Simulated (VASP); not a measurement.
Level of theory: PBEsol GGA, VASP's PBE PAW potentials (set 64) (plane waves; VASP).

VASP ran on this input.

**KPOINTS**
```
Automatic mesh
0
gamma
  8 8 8
0 0 0
```

File POSCAR:
```
Ni3Fe
1
    3.4841768124    -0.0000000000     0.0000000000
   -0.0000000000     3.4841768124    -0.0000000000
    0.0000000000     0.0000000000     3.4841768124
Fe Ni
1 3
Direct
  0.0000000000   0.0000000000   0.0000000000
  0.0000000000   0.5000000000   0.5000000000
  0.5000000000   0.0000000000   0.5000000000
  0.5000000000   0.5000000000   0.0000000000
```

**INCAR**
```
# general
SYSTEM  = Ni3Fe
PREC    = Accurate
ENCUT   = 480
LREAL   = F
LASPH   = T

# electronic loop
EDIFF   = 1E-7
NELM    = 100
ALGO    = Normal
LMAXMIX = 4

# smearing
ISMEAR  = 1
SIGMA   = 0.1

# functional
GGA     = PS

# spin
ISPIN   = 2
MAGMOM  = 2.8 3*0.6

# ions
ISIF    = 2

# output
LWAVE   = F
LCHARG  = F
LORBIT  = 10
```

POTCAR, in this order: Fe Ni (PBE.64 set). Program: vasp_std.

The resulting files:

File OUTCAR:
```
 ion  position               nearest neighbor table
   1  0.000  0.000  0.000-   2 2.46   3 2.46   4 2.46   2 2.46   3 2.46   2 2.46   4 2.46   2 2.46
                             3 2.46   4 2.46   3 2.46   4 2.46
   2  0.000  0.500  0.500-   1 2.46   3 2.46   4 2.46   1 2.46   4 2.46   1 2.46   3 2.46   1 2.46
                             3 2.46   4 2.46   4 2.46   3 2.46
   3  0.500  0.000  0.500-   1 2.46   2 2.46   4 2.46   1 2.46   4 2.46   2 2.46   4 2.46   4 2.46
                             1 2.46   2 2.46   1 2.46   2 2.46
   4  0.500  0.500  0.000-   1 2.46   2 2.46   3 2.46   2 2.46   3 2.46   1 2.46   3 2.46   3 2.46
                             1 2.46   2 2.46   2 2.46   1 2.46
  LATTYP: Found a simple cubic cell.
 ALAT       =     3.4841768124
 Subroutine PRICEL returns:
 Original cell was already a primitive cell.
 Subroutine GETGRP returns: Found 48 space group operations
The static configuration has the point symmetry O_h .
The dynamic configuration has the point symmetry O_h .
The overall configuration has the point symmetry O_h .
 Subroutine INISYM returns: Found 48 space group operations
 Subroutine IBZKPT returns following result:
 Found     35 irreducible k-points:

 Following reciprocal coordinates:
            Coordinates               Weight
  0.000000  0.000000  0.000000      1.000000
  0.125000  0.000000  0.000000      6.000000
...
```

File OSZICAR:
```
       N       E                     dE             d eps       ncg     rms          rms(c)
DAV:   1     0.233074202645E+03    0.23307E+03   -0.16564E+04  3612   0.203E+03
DAV:   2    -0.189129879711E+02   -0.25199E+03   -0.24349E+03  3526   0.365E+02
DAV:   3    -0.323223133993E+02   -0.13409E+02   -0.12683E+02  3595   0.117E+02
DAV:   4    -0.325244172040E+02   -0.20210E+00   -0.20127E+00  3760   0.149E+01
DAV:   5    -0.325298517139E+02   -0.54345E-02   -0.54340E-02  4888   0.202E+00    0.229E+01
DAV:   6    -0.287235279304E+02    0.38063E+01   -0.44899E+01  3597   0.102E+02    0.153E+01
DAV:   7    -0.303964064321E+02   -0.16729E+01   -0.14387E+01  4087   0.952E+01    0.226E+01
DAV:   8    -0.276286248228E+02    0.27678E+01   -0.11106E+01  4073   0.539E+01    0.464E+00
DAV:   9    -0.276700178198E+02   -0.41393E-01   -0.50647E-01  3984   0.918E+00    0.296E+00
DAV:  10    -0.276400186185E+02    0.29999E-01   -0.71547E-02  4431   0.688E+00    0.136E+00
DAV:  11    -0.276370001900E+02    0.30184E-02   -0.18615E-02  5367   0.158E+00    0.795E-01
DAV:  12    -0.276376060466E+02   -0.60586E-03   -0.25828E-03  4376   0.112E+00    0.262E-01
DAV:  13    -0.276376693738E+02   -0.63327E-04   -0.71957E-04  4726   0.387E-01    0.945E-02
DAV:  14    -0.276376718554E+02   -0.24816E-05   -0.12563E-04  4533   0.242E-01    0.428E-02
DAV:  15    -0.276376714003E+02    0.45514E-06   -0.24954E-05  4879   0.867E-02    0.101E-02
DAV:  16    -0.276376715962E+02   -0.19590E-06   -0.25650E-06  4542   0.218E-02    0.963E-03
DAV:  17    -0.276376713050E+02    0.29123E-06   -0.93138E-07  3927   0.245E-02    0.167E-03
DAV:  18    -0.276376713242E+02   -0.19242E-07   -0.93375E-08  1947   0.568E-03
   1 F= -.27637671E+02 E0= -.27637554E+02  d E =-.352649E-03  mag=     4.6334
```

### OUTCAR
```
------------------------ aborting loop because EDIFF is reached ----------------------------------------
  FORCE on cell =-STRESS in cart. coord.  units (eV):
  Direction    XX          YY          ZZ          XY          YZ          ZX
  --------------------------------------------------------------------------------------
  Total        0.1548018      0.1548018      0.1548018     -0.0000000      0.0000000     -0.0000000
  in kB        5.8638935      5.8638935      5.8638935     -0.0000000      0.0000000     -0.0000000
  external PRESSURE =       5.8638935 kB  Pullay stress =       0.0000000 kB
  volume of cell :       42.30
      direct lattice vectors                 reciprocal lattice vectors
     3.484176812  0.000000000  0.000000000     0.287011841  0.000000000  0.000000000
     0.000000000  3.484176812  0.000000000     0.000000000  0.287011841  0.000000000
     0.000000000  0.000000000  3.484176812     0.000000000  0.000000000  0.287011841
 POSITION                                       TOTAL-FORCE (eV/Angst)
 -----------------------------------------------------------------------------------
      0.00000      0.00000      0.00000         0.000000      0.000000      0.000000
      0.00000      1.74209      1.74209         0.000000      0.000000      0.000000
      1.74209      0.00000      1.74209         0.000000      0.000000      0.000000
      1.74209      1.74209      0.00000         0.000000      0.000000      0.000000
 -----------------------------------------------------------------------------------
    total drift:                                0.000000      0.000000      0.000000
  FREE ENERGIE OF THE ION-ELECTRON SYSTEM (eV)
  ---------------------------------------------------
  free  energy   TOTEN  =       -27.6376713242 eV

  energy  without entropy=      -27.6373186752  energy(sigma->0) =      -27.63755377

 total charge

# of ion       s       p       d       tot
------------------------------------------
    1        0.497   0.548   6.154   7.200
    2        0.528   0.561   8.347   9.437
    3        0.528   0.561   8.347   9.437
    4        0.528   0.561   8.347   9.437
--------------------------------------------------
tot          2.082   2.232  31.196  35.511

 magnetization (x)

# of ion       s       p       d       tot
------------------------------------------
    1        0.009   0.001   2.815   2.825
    2       -0.016  -0.043   0.659   0.600
    3       -0.016  -0.043   0.659   0.600
    4       -0.016  -0.043   0.659   0.600
--------------------------------------------------
tot         -0.038  -0.127   4.791   4.626
```
(Selected blocks of OUTCAR.)

The compound is Ni3Fe in the L1_2 structure. It was relaxed first, which changed the volume by -5 %.
